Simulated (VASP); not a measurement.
Consider the following.

Space group Im-3m (No. 229); a = b = c = 6.0039 Å, α = β = γ = 90.00°

```
atom  site  symmetry       x       y       z
----  ----  --------  ------  ------  ------
Cs      2a      m-3m  0.0000  0.0000  0.0000
```
(The calculation used a cell of 1 atom; values per cell refer to that cell.)

Computed with PBEsol GGA, VASP's PBE PAW potentials (set 64) (plane waves; VASP). Settings: 480 eV cut-off, 8×8×8 Γ-centred mesh, first-order Methfessel-Paxton smearing of 0.10 eV, potentials Cs_sv.

Each relaxation starts from this cell; other phases were not tried.

Problem. The cell is relaxed at 15 GPa. What happens?

Solution. The volume per atom goes from 108.21 to 29.27 Å³ (-73.0 %), and the cell becomes a = b = c = 3.8826 Å, α = β = γ = 90.00°, space group Im-3m.

Problem. The cell is relaxed at 20 GPa. What happens?

Solution. The volume per atom goes from 108.21 to 27.56 Å³ (-74.5 %), and the cell becomes a = 3.805 Å, b = 3.805 Å, c = 3.805 Å, α = 90.00°, β = 90.00°, γ = 90.00°, space group Im-3m.

Failed runs are left out, and for metals the shear rows, which the mesh's noise covers.

The compound is Cs in the bcc structure.
